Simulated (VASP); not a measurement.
VASP ran on this input.

File KPOINTS:
```
Automatic mesh
0
Gamma
14 14 7
0 0 0
```

File POSCAR:
```
Zn
1.0
  1.3194086430  -2.2852832206   0.0000000000
  1.3194086430   2.2852832206   0.0000000000
  0.0000000000   0.0000000000   4.6374447213
Zn
2
Cartesian
  1.3194086430   0.7617625971   1.1593611803
  1.3194086430  -0.7617625971   3.4780835410
```

INCAR:
```
ALGO  =  Normal
EDIFF  =  1E-8
EDIFFG  =  -0.001
ENCUT  =  400
GGA  =  PS
IBRION  =  1
ISIF  =  2
ISMEAR  =  1
LASPH  =  .True.
LCHARG  =  .False.
LMAXMIX  =  4
LREAL  =  .False.
LWAVE  =  .False.
NELM  =  100
NSW  =  30
PREC  =  Accurate
SIGMA  =  0.1
SYSTEM  =  Zn
```

POTCAR, in this order: Zn (PBE.64 set). Program: vasp_std.

Task: Translate this PBEsol calculation to Quantum ESPRESSO's pw.x.

Result: One equivalent input (not run):
```
&CONTROL
  calculation = 'relax'
  pseudo_dir = './pseudo'
  outdir = './out'
  tprnfor = .true.
  tstress = .true.
  nstep = 30
  forc_conv_thr = 3.9e-05
/
&SYSTEM
  ibrav = 0
  nat = 2
  ntyp = 1
  ecutwfc = 84
  occupations = 'smearing'
  smearing = 'methfessel-paxton'
  degauss = 0.00735
  input_dft = 'pbesol'
/
&ELECTRONS
  conv_thr = 7.3e-10
  electron_maxstep = 100
/
&IONS
/
ATOMIC_SPECIES
  Zn 65.380 Zn.upf
CELL_PARAMETERS angstrom
     1.3194086   -2.2852832    0.0000000
     1.3194086    2.2852832   -0.0000000
     0.0000000   -0.0000000    4.6374447
ATOMIC_POSITIONS crystal
  Zn   0.3333330  0.6666670  0.2500000
  Zn   0.6666670  0.3333330  0.7500000
K_POINTS automatic
  14 14 7 0 0 0
```
What does not carry over: the potentials are each code's own (VASP's PAW set, PseudoDojo norm-conserving files in pw.x), so ENCUT and ecutwfc are chosen apart and not converted; conv_thr bounds pw.x's estimated SCF error, while EDIFF bounds the energy change between steps; forc_conv_thr acts on force components and is met together with etot_conv_thr.

The compound is Zn in the hcp structure. It was relaxed first, which changed the volume by -8 %. The start is the result of an earlier pass.
